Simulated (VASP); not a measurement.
All values below come from PBE GGA, VASP's PBE PAW potentials (set 64) (plane waves; VASP 6.6.1).

Input for VASP

**INCAR**
```
SYSTEM = C
PREC = Accurate
ENCUT = 520
EDIFF = 1E-6
NELM = 100
ALGO = Normal
LREAL = .FALSE.
LASPH = .TRUE.
ISMEAR = 1
SIGMA = 0.1
GGA = PE
LWAVE = .FALSE.
LCHARG = .FALSE.
ISIF = 2
```

File POSCAR:
```
C
1
    1.2546000000    -2.1730300000     0.0000000000
    1.2546000000     2.1730300000     0.0000000000
    0.0000000000     0.0000000000     6.8442000000
C
4
Direct
  0.0000000000   0.0000000000   0.2500000000
  0.0000000000   0.0000000000   0.7500000000
  0.3333330000   0.6666670000   0.2500000000
  0.6666670000   0.3333330000   0.7500000000
```

### KPOINTS
```
Automatic mesh
0
Gamma
11 11 4
0 0 0
```

POTCAR, in this order: C (PBE.64 set). Program: vasp_std.

Problem. Predict the energy per atom (σ→0), pressure.

Solution. 
```yaml
energy per atom (σ→0): -9.197 eV/atom
pressure: -11.75 GPa
```

### OSZICAR
```
...
DAV:   6    -0.372684729584E+02    0.15218E+01   -0.15117E+00  1304   0.841E+00    0.488E+00
DAV:   7    -0.367806105117E+02    0.48786E+00   -0.17010E+00  1352   0.901E+00    0.126E+00
DAV:   8    -0.367865585888E+02   -0.59481E-02   -0.47503E-02  1332   0.151E+00    0.841E-02
DAV:   9    -0.367866079364E+02   -0.49348E-04   -0.10084E-03  1460   0.261E-01    0.523E-02
DAV:  10    -0.367868014619E+02   -0.19353E-03   -0.23925E-04  1400   0.134E-01    0.256E-02
DAV:  11    -0.367867995654E+02    0.18964E-05   -0.25809E-06  1280   0.140E-02    0.214E-03
DAV:  12    -0.367868000759E+02   -0.51049E-06   -0.51318E-07   980   0.652E-03
   1 F= -.36786800E+02 E0= -.36786881E+02  d E =0.242268E-03
```

The compound is C in the graphite structure. The cell was not relaxed at this level.
